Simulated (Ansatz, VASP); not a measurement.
**Mg6TiSb in VASP and in Ansatz**

Contents of INCAR:

```
SYSTEM = Mg6TiSb
ALGO     = Normal         ! electronic algorithm
EDIFF    = 1E-7           ! SCF threshold, eV
ENCUT    = 520            ! plane-wave cutoff, eV
GGA      = PE             ! functional
ISIF     = 2              ! what is computed and relaxed
ISMEAR   = -1             ! smearing method
LASPH    = .TRUE.         ! aspherical terms in the spheres
LCHARG   = .FALSE.        ! write CHGCAR
LREAL    = .FALSE.        ! projectors in reciprocal space
LWAVE    = .FALSE.        ! write WAVECAR
NBANDS   = 24             ! bands
NELM     = 80             ! most SCF steps
PREC     = Accurate       ! precision mode
SIGMA    = 0.05           ! smearing width, eV
```

The input KPOINTS:

```
k-points
0
G
  5 5 5
  0 0 0
```

File POSCAR:

```
Mg6TiSb
1.0
    5.0846093458      0.0000000000      0.0000000000
    0.0000000000      3.2215656243      5.4045064932
    0.0000000000     -3.2215656243      5.4045064932
Sb Ti Mg
1 1 6
Direct
    0.0000000000      0.3257160000      0.3257160000
    0.5000000000      0.1689090000      0.1689090000
    0.0000000000      0.8334250000      0.8334250000
    0.0000000000      0.3317970000      0.8365510000
    0.0000000000      0.8365510000      0.3317970000
    0.5000000000      0.6649700000      0.6649700000
    0.5000000000      0.1628120000      0.6758200000
    0.5000000000      0.6758200000      0.1628120000
```

The input input.yaml:

```yaml
crystal:
  lattice:
    - [5.0846093458, 0.0, 0.0]
    - [0.0, 3.2215656243, 5.4045064932]
    - [0.0, -3.2215656243, 5.4045064932]
  atoms:
    - { symbol: Sb, position: [0.0, 0.325716, 0.325716] }
    - { symbol: Ti, position: [0.5, 0.168909, 0.168909] }
    - { symbol: Mg, position: [0.0, 0.833425, 0.833425] }
    - { symbol: Mg, position: [0.0, 0.331797, 0.836551] }
    - { symbol: Mg, position: [0.0, 0.836551, 0.331797] }
    - { symbol: Mg, position: [0.5, 0.66497, 0.66497] }
    - { symbol: Mg, position: [0.5, 0.162812, 0.67582] }
    - { symbol: Mg, position: [0.5, 0.67582, 0.162812] }
hamiltonian:
  xc: pbe
  pseudopotentials: { kind: paw }
kpoints:
  mp_grid: { grid: [5, 5, 5] }
scf:
  occupations: { method: fermi_dirac, width: 0.05 }
output:
  forces: true
  stress: true
  eigenvalues: true
```

Change from the starting cell: volume scaled by 1.02.

Alike in both runs: task single point; functional PBE; k mesh 5 × 5 × 5; occupations fermi-dirac, width 0.05 eV; no spin polarisation.

|  | VASP | Ansatz |
| --- | --- | --- |
| version | VASP 6.6.1 | Ansatz 0.2.0 |
| potentials or method | VASP PAW PBE potentials, release 64 (Sb, Ti_sv, Mg) | Ansatz PAW |
| plane-wave cutoff (eV) | 520 | 420 |
| valence electrons in the cell | 29 | 87 |

```csv
,VASP,Ansatz,Ansatz less VASP
gap on the k mesh at the Fermi level (eV),none,none,-
pressure (GPa),-1.0,-0.9,+0.07
largest component of the traceless stress (GPa),0.43,0.43,+0.002
rms of the force components (eV/Å),0.034,0.035,+0.0006
```

Atom by atom the forces differ by 0.002 eV/Å (rms over components). A gap of «none» marks a metal or a gap that the smearing closes. The functional is the same, so the differences come from potentials, cutoffs and numerics. The two sets of potentials don't hold the same shells in valence.

Spin-orbit coupling is left out, which matters for the levels of Sb.
